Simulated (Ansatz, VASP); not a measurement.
# One calculation of NbCu, two programs

Contents of INCAR:

```
SYSTEM = NbCu
PREC     = Accurate       ! precision mode
ENCUT    = 520            ! plane-wave cutoff, eV
EDIFF    = 1E-7           ! SCF threshold, eV
ISMEAR   = -1             ! smearing method
SIGMA    = 0.05           ! smearing width, eV
LREAL    = .FALSE.        ! projectors in reciprocal space
LASPH    = .TRUE.         ! aspherical terms in the spheres
NELM     = 60             ! most SCF steps
ALGO     = Normal         ! electronic algorithm
ISIF     = 2              ! what is computed and relaxed
LWAVE    = .FALSE.        ! write WAVECAR
LCHARG   = .FALSE.        ! write CHGCAR
GGA      = PE             ! functional
NBANDS   = 19             ! bands
```

KPOINTS

```
Automatic mesh
0
G
  9 9 9
  0 0 0
```

POSCAR

```
NbCu
1.0
    0.0000000000      2.5622100000      2.5622100000
    2.5622100000      0.0000000000      2.5622100000
    2.5622100000      2.5622100000      0.0000000000
Nb Cu
1 1
Direct
    0.0000000000      0.0000000000      0.0000000000
    0.5000000000      0.5000000000      0.5000000000
```

input.yaml

```yaml
crystal:
  lattice:
    - [0.0, 2.56221, 2.56221]
    - [2.56221, 0.0, 2.56221]
    - [2.56221, 2.56221, 0.0]
  atoms:
    - { symbol: Nb, position: [0.0, 0.0, 0.0] }
    - { symbol: Cu, position: [0.5, 0.5, 0.5] }
hamiltonian:
  xc: pbe
  pseudopotentials: { kind: paw }
kpoints:
  mp_grid: { grid: [9, 9, 9] }
scf:
  occupations: { method: fermi_dirac, width: 0.05 }
output:
  forces: true
  stress: true
  eigenvalues: true
```

The cell was built by a generator and needn't be a form met in nature.

Alike in both runs: task single point; functional PBE; k mesh 9 × 9 × 9; occupations fermi-dirac, width 0.05 eV; no spin polarisation.

|  | VASP | Ansatz |
| --- | --- | --- |
| version | VASP 6.6.1 | Ansatz 0.2.0 |
| potentials or method | VASP PAW PBE potentials, release 64 (Nb_sv, Cu) | Ansatz PAW |
| plane-wave cutoff (eV) | 520 | 420 |
| valence electrons in the cell | 24 | 32 |

```tsv
	VASP	Ansatz	Ansatz less VASP
gap on the k mesh at the Fermi level (eV)	none	none	-
pressure (GPa)	0.0	0.0	+0.01
```

A gap of «none» marks a metal or a gap that the smearing closes. The two sets of potentials don't hold the same shells in valence.
